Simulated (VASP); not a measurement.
Calculation: MS2 meta-GGA, VASP's PBE PAW potentials (set 64) (plane waves; VASP).

VASP ran on this input.

File POSCAR:
```
CuAu
7.2781410
  0.3817387952   0.0000000000   0.0000000000
  0.0000000000   0.3817387952   0.0000000000
  0.0000000000   0.0000000000   0.4999999957
Cu Au
1 1
direct
  0.0000000000   0.0000000000   0.0000000000
  0.5000000000   0.5000000000   0.5000000000
```

**KPOINTS_OPT**
```
k-points along high-symmetry lines
6
Line-mode
Reciprocal
  0.000000   0.000000   0.000000 ! GAMMA
  0.000000   0.500000   0.000000 ! X

  0.000000   0.500000   0.000000 ! X
  0.500000   0.500000   0.000000 ! M

  0.500000   0.500000   0.000000 ! M
  0.000000   0.000000   0.000000 ! GAMMA

  0.000000   0.000000   0.000000 ! GAMMA
  0.000000   0.000000   0.500000 ! Z

  0.000000   0.000000   0.500000 ! Z
  0.000000   0.500000   0.500000 ! R

  0.000000   0.500000   0.500000 ! R
  0.500000   0.500000   0.500000 ! A

  0.500000   0.500000   0.500000 ! A
  0.000000   0.000000   0.500000 ! Z

  0.000000   0.500000   0.000000 ! X
  0.000000   0.500000   0.500000 ! R

  0.500000   0.500000   0.000000 ! M
  0.500000   0.500000   0.500000 ! A
```

File KPOINTS:
```
Automatic mesh
0
Gamma
15 15 11
0 0 0
```

### INCAR
```
SYSTEM = CuAu
PREC = Accurate
ENCUT = 520
EDIFF = 1E-7
NELM = 100
ALGO = Normal
LREAL = .FALSE.
LASPH = .TRUE.
ISMEAR = -5
METAGGA = MS2
LMIXTAU = .TRUE.
LMAXMIX = 6
LWAVE = .FALSE.
LCHARG = .FALSE.
LORBIT = 11
NEDOS = 601
ISIF = 2
```

POTCAR, in this order: Cu Au (PBE.64 set). Program: vasp_std.

Output

**OSZICAR**
```
       N       E                     dE             d eps       ncg     rms          rms(c)
DAV:   1     0.122130057892E+03    0.12213E+03   -0.10804E+04  6743   0.197E+03
DAV:   2    -0.105230718677E+02   -0.13265E+03   -0.12730E+03  6690   0.324E+02
DAV:   3    -0.149172373749E+02   -0.43942E+01   -0.43384E+01  8230   0.676E+01
DAV:   4    -0.149571870592E+02   -0.39950E-01   -0.39940E-01  7330   0.552E+00
DAV:   5    -0.149579928931E+02   -0.80583E-03   -0.80583E-03  9593   0.842E-01    0.230E+01
DAV:   6     0.490405883755E+01    0.19862E+02   -0.92792E+01  7312   0.258E+02    0.130E+01
DAV:   7     0.959814471579E+01    0.46941E+01   -0.17814E+01  8433   0.153E+02    0.532E+00
DAV:   8     0.969269444702E+01    0.94550E-01   -0.10074E+00  8646   0.181E+01    0.265E+00
DAV:   9     0.971135571250E+01    0.18661E-01   -0.46304E-02  9035   0.506E+00    0.105E+00
DAV:  10     0.970462714370E+01   -0.67286E-02   -0.12219E-01  9839   0.903E+00    0.965E-01
DAV:  11     0.969962806751E+01   -0.49991E-02   -0.96193E-03 10062   0.241E+00    0.129E+00
DAV:  12     0.970890442766E+01    0.92764E-02   -0.12229E-01  9805   0.106E+01    0.216E-01
DAV:  13     0.970840327038E+01   -0.50116E-03   -0.57476E-03  9747   0.188E+00    0.360E-02
DAV:  14     0.970846505981E+01    0.61789E-04   -0.19441E-04  9997   0.255E-01    0.207E-02
DAV:  15     0.970846496468E+01   -0.95136E-07   -0.37864E-05  9506   0.101E-01    0.357E-02
DAV:  16     0.970847196058E+01    0.69959E-05   -0.41601E-05  9693   0.140E-01    0.795E-03
DAV:  17     0.970847547696E+01    0.35164E-05   -0.12325E-06  7248   0.142E-02    0.923E-03
DAV:  18     0.970847156667E+01   -0.39103E-05   -0.12579E-06 10157   0.297E-02    0.371E-03
DAV:  19     0.970846728525E+01   -0.42814E-05   -0.55147E-07  6791   0.233E-02    0.103E-03
DAV:  20     0.970846704460E+01   -0.24064E-06   -0.70679E-08  3615   0.352E-03    0.291E-04
DAV:  21     0.970846705284E+01    0.82327E-08   -0.14905E-08  3499   0.273E-03
   1 F= 0.97084671E+01 E0= 0.97084671E+01  d E =0.000000E+00
       N       E                     dE             ncg
```

OUTCAR:
```
------------------------ aborting loop because EDIFF is reached ----------------------------------------
  FORCE on cell =-STRESS in cart. coord.  units (eV):
  Direction    XX          YY          ZZ          XY          YZ          ZX
  --------------------------------------------------------------------------------------
  Total       -0.0307446     -0.0307446      0.0375161      0.0000000      0.0000000     -0.0000000
  in kB       -1.7535378     -1.7535378      2.1397580      0.0000000      0.0000000     -0.0000000
  external PRESSURE =      -0.4557726 kB  Pullay stress =       0.0000000 kB
  volume of cell :       28.09
      direct lattice vectors                 reciprocal lattice vectors
     2.778348777  0.000000000  0.000000000     0.359926014  0.000000000  0.000000000
     0.000000000  2.778348777  0.000000000     0.000000000  0.359926014  0.000000000
     0.000000000  0.000000000  3.639070469     0.000000000  0.000000000  0.274795448
 POSITION                                       TOTAL-FORCE (eV/Angst)
 -----------------------------------------------------------------------------------
      0.00000      0.00000      0.00000         0.000000      0.000000      0.000000
      1.38917      1.38917      1.81954         0.000000      0.000000      0.000000
 -----------------------------------------------------------------------------------
    total drift:                                0.000000      0.000000     -0.000000
  FREE ENERGIE OF THE ION-ELECTRON SYSTEM (eV)
  ---------------------------------------------------
  free  energy   TOTEN  =         9.7084670528 eV

  energy  without entropy=        9.7084670528  energy(sigma->0) =        9.70846705

 total charge

# of ion       s       p       d       tot
------------------------------------------
    1        0.421   0.377   9.240  10.038
    2        0.608   0.460   8.684   9.752
--------------------------------------------------
tot          1.028   0.837  17.924  19.790
```
(Selected blocks of OUTCAR.)

For a metal the tetrahedron method with Blöchl corrections gives inexact stress and forces.

The compound is CuAu in the L1_0 structure. It was relaxed first.
